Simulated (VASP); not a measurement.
Band gaps of GeF4 (space group I-43m) from VASP (PAW), without and with spin-orbit coupling. Semilocal levels are at their own relaxed cell, hybrids and mBJ at PBE's; 0.00 means no gap at that level.

The cell of the LDA run:

Space group I-43m (No. 217); a = 5.122 Å, b = 5.122 Å, c = 5.122 Å, α = 90.00°, β = 90.00°, γ = 90.00°

```json
[
 {"atom": "Ge", "site": "2a", "symmetry": "-43m", "x": "0.0000", "y": "0.0000", "z": "0.0000"},
 {"atom": "F", "site": "8c", "symmetry": ".3m", "x": "0.1915", "y": "0.1915", "z": "0.1915"}
]
```
(The calculation used a cell of 5 atoms; values per cell refer to that cell.)

```csv
level,gap without SOC (eV),gap with SOC (eV),shift (eV)
LDA,4.87,…,…
```

Fill in the missing entries.

- LDA, gap with SOC (eV): 4.86
- LDA, shift (eV): -0.01

Only levels that ran to the end are used. Left out are those held back, those with too coarse a band path, GW runs whose mesh misses a band edge, hybrids' fits of cells that aren't cubic and levels without matching references; a question may draw on a part of the rest.

The structure comes from a computed database's GeF4 entry (I-43m); how it stands against other phases isn't given here. It was relaxed first, which changed the volume by -10 %. Symmetry was kept, so distortions that lower it aren't found.
